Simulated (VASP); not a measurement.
Consider the following.

```
CELL_PARAMETERS angstrom
      1.51500    -2.62406     0.00000
      1.51500     2.62406     0.00000
      0.00000     0.00000     3.23000
ATOMIC_POSITIONS crystal
  Ti 0.03008 0.04913 0.00000
  B  0.33333 0.66667 0.50000
  B  0.66667 0.33333 0.50000
```

All values below come from PBE GGA, VASP's PBE PAW potentials (set 64) (plane waves; VASP 6.6.1). Run with 520 eV cut-off, 9×9×7 Γ-centred mesh, first-order Methfessel-Paxton smearing of 0.10 eV, potentials Ti_sv B.

Question: The ions, cell shape and volume are relaxed. Predict the relaxed structure.

Answer: 
```
CELL_PARAMETERS angstrom
      1.51755    -2.62844     0.00000
      1.51765     2.62850     0.00000
      0.00000     0.00000     3.21813
ATOMIC_POSITIONS crystal
  Ti 0.01002 0.01637 0.00000
  B  0.34336 0.68306 0.50000
  B  0.67669 0.34969 0.50000
```
Space group P6/mmm (191), at a tolerance of 0.03 Å.

Question: How do energy and volume change from the first to the last step?

Answer: The energy (σ→0) changes by -40.3 meV/atom and the volume by -0.0 %, in 10 ionic steps.

```tsv
step	E(σ→0) (eV)	max force (eV/Å)	pressure (GPa)	volume (Å³)
1	-24.3090	1.829	1.69	25.68
2	-24.4253	0.132	-3.05	26.02
3	-24.4256	0.138	-2.94	26.00
4	-24.4275	0.110	2.51	25.43
5	-24.4296	0.045	0.18	25.67
6	-24.4299	0.015	-0.09	25.68
7	-24.4299	0.013	-0.07	25.68
8	-24.4299	0.013	-0.05	25.68
9	-24.4299	0.013	-0.05	25.68
10	-24.4299	0.002	-0.03	25.67
```

The compound is TiB2 in the AlB2 type structure. In the starting cell atoms are displaced from their ideal sites. This run relaxes it. Symmetry was kept, so distortions that lower it aren't found.
